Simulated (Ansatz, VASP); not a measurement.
# Ti2NF2 (Ti2NF2 MXene bilayer, AA): VASP beside Ansatz, part 2 of 2

Aim: how closely do two programs agree when they are given the same cell, functional and k mesh? The structure shown is the start of the Ansatz relaxation below; VASP solves that cell, so the two are compared at the walk's first step.

VASP 6.6.1 and Ansatz 0.2.0.

So far: The structure; Ansatz: relaxation, PBE with D4.

### 3. VASP: single point, PBE with D4, start cell

Level of this step: PBE with D4, zero-moment start; plane waves and PAW (F, Ti_sv, N) (VASP).

The same cell, functional, mesh and smearing now go to VASP, with its own data sets.

Lines of VASP's logs that name or quote its potential files are left out, and so is its time.

Input file INCAR:

```
SYSTEM = Ti2NF2
PREC = Accurate
ENCUT = 520
EDIFF = 1E-06
NELM = 200
ISMEAR = -1
SIGMA = 0.05
LREAL = .FALSE.
ALGO = Normal
GGA = PE
IVDW = 13
NBANDS = 58
ISPIN = 2
MAGMOM = -0 -0 -0 -0 -0 -0 -0 -0 0 0
LASPH = .TRUE.
LMAXMIX = 4
LORBIT = 11
LWAVE = .FALSE.
LCHARG = .FALSE.
ISIF = 2
LDIPOL = .TRUE.
IDIPOL = 3
DIPOL = 0.5 0.5 0.5
LVHAR = .TRUE.
GGA_COMPAT = .FALSE.
NELMDL = -8
KPAR = 2
```

Input file POSCAR:

```
Ti2NF2
1.0
    3.0287400000      0.0000000000      0.0000000000
   -1.5143700000      2.6229660000      0.0000000000
    0.0000000000      0.0000000000     53.8447730000
F Ti N
4 4 2
Direct
    0.3333333333      0.6666666667      0.3937243825
    0.6666666667      0.3333333333      0.4749279192
    0.3333333333      0.6666666667      0.5250720622
    0.6666666667      0.3333333333      0.6062756175
    0.6666666667      0.3333333333      0.4121316102
    0.3333333333      0.6666666667      0.4565206914
    0.6666666667      0.3333333333      0.5434792900
    0.3333333333      0.6666666667      0.5878683898
    0.0000000000      0.0000000000      0.4343261508
    0.0000000000      0.0000000000      0.5656738306
```

Input file KPOINTS:

```
Automatic mesh
0
Gamma
12 12 1
0 0 0
```

Potentials, in the order of the species: F, Ti_sv and N (PBE family, release 64).

The run is started by

```console
$ mpirun -np 2 vasp_std
```

Numbers of over 12 decimals in the logs are rounded to 6 here.

Log:

```text
[banner, memory and clock lines left out]
running    2 mpi-ranks, on    1 nodes
 distrk:  each k-point on    1 cores,    2 groups
 distr:  one band on    1 cores,    1 groups

 POSCAR found type information on POSCAR F TiN
 POSCAR found :  3 types and      10 ions
 LDA part: xc-table for (Slater+PW92), standard interpolation
|                                                                             |
|           W    W    AA    RRRRR   N    N  II  N    N   GGGG   !!!           |
|           W    W   A  A   R    R  NN   N  II  NN   N  G    G  !!!           |
|           W    W  A    A  R    R  N N  N  II  N N  N  G       !!!           |
|           W WW W  AAAAAA  RRRRR   N  N N  II  N  N N  G  GGG   !            |
|           WW  WW  A    A  R   R   N   NN  II  N   NN  G    G                |
|           W    W  A    A  R    R  N    N  II  N    N   GGGG   !!!           |
|                                                                             |
|     One of the lattice vectors is very long (>50 A), but AMIN is rather     |
|     large. This can spoil convergence since charge sloshing might occur     |
|     along the long lattice vector. If problems with convergence are         |
|     observed, try to decrease AMIN to a smaller value (e.g. 0.01).          |
|     Note: This warning only applies if the self-consistency cycle is        |
|     used.                                                                   |
|                                                                             |

 POSCAR, INCAR and KPOINTS ok, starting setup
 FFT: planning ... GRIDC
 FFT: planning ... GRID_SOFT
 FFT: planning ... GRID
 WAVECAR not read
 entering main loop
       N       E                     dE             d eps       ncg     rms          rms(c)
DAV:   1     0.113802379275E+04    0.11380E+04   -0.43585E+04  5136   0.135E+03
DAV:   2     0.799408477405E+02   -0.10581E+04   -0.10265E+04  5440   0.428E+02
DAV:   3    -0.791491019251E+02   -0.15909E+03   -0.15736E+03  5792   0.171E+02
DAV:   4    -0.938467166874E+02   -0.14698E+02   -0.14644E+02  7196   0.491E+01
DAV:   5    -0.952383523915E+02   -0.13916E+01   -0.13907E+01  6766   0.109E+01
DAV:   6    -0.952867196785E+02   -0.48367E-01   -0.48360E-01  6806   0.244E+00
DAV:   7    -0.952882687957E+02   -0.15491E-02   -0.15490E-02  6654   0.368E-01
DAV:   8    -0.952883019453E+02   -0.33150E-04   -0.33147E-04  6832   0.654E-02    0.334E+01
DAV:   9    -0.785560156240E+02    0.16732E+02   -0.98860E+01  6362   0.644E+01    0.114E+01
DAV:  10    -0.785668837891E+02   -0.10868E-01   -0.12080E+01  6106   0.224E+01    0.103E+01
DAV:  11    -0.816547364091E+02   -0.30879E+01   -0.33690E+01  6164   0.222E+01    0.145E+01
DAV:  12    -0.782657621511E+02    0.33890E+01   -0.51810E+00  6658   0.113E+01    0.525E+00
DAV:  13    -0.779882054371E+02    0.27756E+00   -0.26658E+00  6782   0.601E+00    0.173E+00
DAV:  14    -0.779686282834E+02    0.19577E-01   -0.32259E-01  6020   0.294E+00    0.595E-01
[...]
DAV:  26    -0.779612244881E+02   -0.97186E-04   -0.44735E-06  4582   0.533E-03    0.115E-03
DAV:  27    -0.779612614599E+02   -0.36972E-04   -0.16422E-06  4240   0.340E-03    0.998E-04
DAV:  28    -0.779612776371E+02   -0.16177E-04   -0.48240E-07  3744   0.218E-03    0.669E-04
DAV:  29    -0.779612838642E+02   -0.62272E-05   -0.11847E-07  3328   0.136E-03    0.339E-04
DAV:  30    -0.779612901283E+02   -0.62641E-05   -0.17396E-07  3428   0.130E-03    0.361E-04
DAV:  31    -0.779612915767E+02   -0.14484E-05   -0.37437E-08  3212   0.738E-04    0.250E-04
DAV:  32    -0.779612930700E+02   -0.14933E-05   -0.35976E-08  3082   0.509E-04    0.195E-04
DAV:  33    -0.779612934753E+02   -0.40525E-06   -0.95396E-09  3066   0.559E-04
   1 F= -.79763320E+02 E0= -.79748443E+02  d E =-.297545E-01  mag=     0.0000
```

Parts of OUTCAR (step 3):

```text
ion  position               nearest neighbor table
   1  0.333  0.667  0.394-   5 2.01   5 2.01   5 2.01
   2  0.667  0.333  0.475-   6 2.01   6 2.01   6 2.01
   3  0.333  0.667  0.525-   7 2.01   7 2.01   7 2.01
   4  0.667  0.333  0.606-   8 2.01   8 2.01   8 2.01
   5  0.667  0.333  0.412-   1 2.01   1 2.01   1 2.01   9 2.12   9 2.12   9 2.12
   6  0.333  0.667  0.457-   2 2.01   2 2.01   2 2.01   9 2.12   9 2.12   9 2.12
   7  0.667  0.333  0.543-   3 2.01   3 2.01   3 2.01  10 2.12  10 2.12  10 2.12
   8  0.333  0.667  0.588-   4 2.01   4 2.01   4 2.01  10 2.12  10 2.12  10 2.12
   9  0.000  0.000  0.434-   5 2.12   6 2.12   5 2.12   6 2.12   5 2.12   6 2.12
  10  0.000  0.000  0.566-   7 2.12   7 2.12   7 2.12   8 2.12   8 2.12   8 2.12

  LATTYP: Found a hexagonal cell.
 ALAT       =     3.0287400000
 C/A-ratio  =    17.7779449540

 Subroutine GETGRP returns: Found 12 space group operations
 (whereof 12 operations were pure point group operations)

The static configuration has the point symmetry D_3d.

 Found     19 irreducible k-points:

   k-points           NKPTS =     19   k-points in BZ     NKDIM =     19   number of bands    NBANDS=     58

   dimension x,y,z NGX =    24 NGY =   24 NGZ =  400
   dimension x,y,z NGXF=    48 NGYF=   48 NGZF=  800

   ENCUT  =  520.0 eV  38.22 Ry    6.18 a.u.   5.63  5.63100.12*2*pi/ulx,y,z

   NELECT =      86.0000    total number of electrons

 k-points in reciprocal lattice and weights: Automatic mesh
   0.00000000  0.00000000  0.00000000       0.007
   0.08333333 -0.00000000  0.00000000       0.042
   0.16666667 -0.00000000  0.00000000       0.042
   0.25000000 -0.00000000  0.00000000       0.042
   0.33333333 -0.00000000  0.00000000       0.042
   0.41666667 -0.00000000  0.00000000       0.042
   0.50000000 -0.00000000  0.00000000       0.021
   0.08333333  0.08333333  0.00000000       0.042
   0.16666667  0.08333333  0.00000000       0.083
[...]
0.33333333  0.25000000  0.00000000       0.083
   0.33333333  0.33333333  0.00000000       0.014

 dipolmoment           0.000000      0.000000      0.000019 electrons x Angstroem

 average (electrostatic) potential at core
       1 -82.9793       2 -82.9829       3 -82.9828       4 -82.9789       5 -81.4586
       6 -81.4587       7 -81.4584       8 -81.4582       9 -69.3499      10 -69.3495

 E-fermi :   0.7362

 spin component 1
 k-point     1 :       0.0000    0.0000    0.0000
  band No.  band energies     occupation
    ...
     42       0.1183      1.00000
     43       0.1222      1.00000
     44       0.1222      1.00000
     45       0.4003      0.99879
     46       0.4253      0.99801
     47       1.3727      0.00000
     48       1.3727      0.00000
     49       1.3750      0.00000
     50       1.3750      0.00000
     51       1.5661      0.00000
    ...

 k-point     2 :       0.0833   -0.0000    0.0000
  band No.  band energies     occupation
    ...
     42       0.0360      1.00000
     43       0.2541      0.99994
     44       0.2586      0.99993
     45       0.4487      0.99683
     46       0.4645      0.99565
     47       1.3401      0.00001
     48       1.3554      0.00000
     49       1.4338      0.00000
     50       1.4356      0.00000
     51       1.5795      0.00000
    ...

 k-point     3 :       0.1667   -0.0000    0.0000
  band No.  band energies     occupation
    ...
     42      -0.2896      1.00000
     43       0.5899      0.94914
     44       0.5951      0.94390
     45       0.6982      0.68133
     46       0.7000      0.67357
     47       1.3117      0.00001
     48       1.3470      0.00000
     49       1.6173      0.00000
     50       1.6179      0.00000
     51       1.7274      0.00000
    ...

 k-point     4 :       0.2500   -0.0000    0.0000
  band No.  band energies     occupation
    ...
     38      -4.5414      1.00000
     39      -3.9831      1.00000
     40      -3.9804      1.00000
     41      -0.6997      1.00000
     42      -0.6772      1.00000
     43       1.0052      0.00458
     44       1.0101      0.00416
     45       1.0466      0.00201
     46       1.0497      0.00189
     47       1.2925      0.00001
    ...

 k-point     5 :       0.3333   -0.0000    0.0000
  band No.  band energies     occupation
    ...
     38      -4.5956      1.00000
     39      -4.0964      1.00000
     40      -4.0947      1.00000
     41      -1.0421      1.00000
     42      -1.0076      1.00000
     43       1.2195      0.00006
     44       1.2346      0.00005
     45       1.4219      0.00000
     46       1.4255      0.00000
     47       1.4414      0.00000
    ...

 k-point     6 :       0.4167   -0.0000    0.0000
  band No.  band energies     occupation
    ...
     38      -4.6194      1.00000
     39      -4.1474      1.00000
     40      -4.1462      1.00000
     41      -1.2717      1.00000
     42      -1.2281      1.00000
     43       1.1627      0.00020
     44       1.1727      0.00016
     45       1.7537      0.00000
     46       1.7596      0.00000
     47       1.7620      0.00000
    ...

  DFT-D4 for vdW energy calculation

  Edisp (eV):   -1.80203

  Total       7.19167     7.19167     2.98472     0.00000     0.00000     0.00000
  in kB      26.93655    26.93655    11.17935     0.00000     0.00000     0.00000
  external pressure =       21.68 kB  Pullay stress =        0.00 kB

  energy-cutoff  :      520.00
  volume of cell :      427.76
      direct lattice vectors                 reciprocal lattice vectors
     3.028740000  0.000000000  0.000000000     0.330170302  0.190623897  0.000000000
    -1.514370000  2.622966000  0.000000000     0.000000000  0.381247794  0.000000000
     0.000000000  0.000000000 53.844773000     0.000000000  0.000000000  0.018571905

 POSITION                                       TOTAL-FORCE (eV/Angst)
 -----------------------------------------------------------------------------------
     -0.00000      1.74864     21.20000         0.000000      0.000000     -3.271989
      1.51437      0.87432     25.57239        -0.000000      0.000000      3.265646
     -0.00000      1.74864     28.27239         0.000000      0.000000     -3.265646
      1.51437      0.87432     32.64477        -0.000000      0.000000      3.271989
      1.51437      0.87432     22.19113        -0.000000      0.000000      5.238342
     -0.00000      1.74864     24.58125         0.000000     -0.000000     -5.172929
      1.51437      0.87432     29.26352        -0.000000      0.000000      5.172929
     -0.00000      1.74864     31.65364         0.000000     -0.000000     -5.238342
      0.00000      0.00000     23.38619        -0.000000      0.000000      0.009574
      0.00000      0.00000     30.45858         0.000000     -0.000000     -0.009574
 -----------------------------------------------------------------------------------
    total drift:                                0.000000      0.000000      0.007054

  FREE ENERGIE OF THE ION-ELECTRON SYSTEM (eV)
  ---------------------------------------------------
  free  energy   TOTEN  =       -79.7633202143 eV

  energy  without entropy=      -79.7335657172  energy(sigma->0) =      -79.74844297

 vacuum level on the upper side and lower side of the slab         2.850         2.850

 total charge
# of ion       s       p       d       tot
------------------------------------------
    1        1.739   4.417   0.000   6.156
    2        1.739   4.418   0.000   6.157
    3        1.739   4.418   0.000   6.157
    4        1.739   4.417   0.000   6.156
    5        2.159   6.179   2.049  10.388
    6        2.159   6.179   2.049  10.388
    7        2.159   6.179   2.049  10.388
    8        2.159   6.179   2.049  10.388
    9        1.242   2.496   0.000   3.738
   10        1.242   2.496   0.000   3.738
--------------------------------------------------
tot         18.077  47.381   8.196  73.653

 magnetization (x)
# of ion       s       p       d       tot
------------------------------------------
    1       -0.000  -0.000   0.000  -0.000
    2       -0.000   0.000   0.000   0.000
    3       -0.000   0.000   0.000   0.000
    4       -0.000  -0.000   0.000  -0.000
    5       -0.000   0.000  -0.000  -0.000
    6       -0.000   0.000   0.000   0.000
    7       -0.000   0.000   0.000   0.000
    8       -0.000   0.000  -0.000  -0.000
    9       -0.000  -0.000   0.000  -0.000
   10       -0.000  -0.000   0.000  -0.000
--------------------------------------------------
tot         -0.000   0.000   0.000   0.000

[... 2 further parts left out ...]
```

This run allows spin, but its moments start at zero, where symmetry between the spins tends to hold them, although Ti can carry a moment.

### 4. Differences

Known differences besides the potentials themselves: Ansatz cuts the interaction across the vacuum, VASP repeats the sheet with a dipole correction; the cutoff is 420 eV in Ansatz and 520 eV in VASP. Total energies have different zeros and are not compared.

Forces (eV/Å; atoms numbered as in POSCAR):

```csv
atom,"Ansatz x, y, z","VASP x, y, z"
F1,"0.000, 0.000, -3.232","0.000, 0.000, -3.272"
F2,"0.000, 0.000, 3.228","0.000, 0.000, 3.266"
F3,"0.000, 0.000, -3.228","0.000, 0.000, -3.266"
F4,"0.000, 0.000, 3.232","0.000, 0.000, 3.272"
Ti5,"0.000, 0.000, 5.196","0.000, 0.000, 5.238"
Ti6,"0.000, 0.000, -5.130","0.000, 0.000, -5.173"
Ti7,"0.000, 0.000, 5.130","0.000, 0.000, 5.173"
Ti8,"0.000, 0.000, -5.196","0.000, 0.000, -5.238"
N9,"0.000, 0.000, 0.007","0.000, 0.000, 0.010"
N10,"0.000, 0.000, -0.007","0.000, 0.000, -0.010"
```

The forces differ by 21 meV/Å r.m.s., which is 0.9 % of the r.m.s. force of 2.245 eV/Å (both taken over all components). Moments aren't recorded for both runs of this pair, so they may hold unlike magnetic states. With vacuum in the cell, a pressure given here is an average over mostly empty space and none of the material.

### 5. Summary of results

```yaml
r_m_s_force_difference_single_point_pbe_with_d4_start_cell: 0.94 % of the r.m.s. force
```

What this shows: The r.m.s. force difference is 0.94 % of the r.m.s. force (single point, PBE with D4, start cell), within the 3 % picked in this series as the mark of a large difference. 1 further run of this series is not shown here. Such differences can come from data sets, numerical settings and the points named under the comparisons, not from the functional's error against experiment.

[Lines on the potential files, build, host, timing and source positions are cut from VASP's logs without a mark.]

[Logs are printed without paths, hosts, clocks, repeated set-up lines and the standing remarks that a program may print on its own settings, such as how far it seeks lower states.]

[Hosts, paths, dates, database ids (printed as entryN), source tags and the programs' standing remarks are cut or masked in the printed files.]
